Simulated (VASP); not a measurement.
All values below come from PBE GGA with D3 dispersion (Becke-Johnson damping), VASP's PBE PAW potentials (set 64) (plane waves; VASP). For the first row: Numerical set-up: 520 eV cut-off, 8×8×8 Γ-centred mesh, Gaussian smearing of 0.050 eV, potentials Ga_d As.

| system | energy (eV/atom) |
|---|---|
| GaAs (zinc blende) | -4.4494 |
| Ga atom | -0.2877 |
| As atom | -1.7015 |

Atoms are spin-polarised in a large box without symmetry, with the spin fixed by Hund's rule, and may not be in the lowest state of each functional; no zero-point energy is added.

### Question
What is the cohesive energy per atom of GaAs?

### Answer
The references average (1×(-0.2877) + 1×(-1.7015))/2 = -0.9946 eV, so the cohesive energy is -0.9946 − (-4.4494) = 3.455 eV/atom. Measured: 3.340 eV/atom at 0 K (as given by Daniel Mejia-Rodriguez et al., Physical Review B (2018), arXiv:1807.09216; static lattice: zero-point vibration energy added).
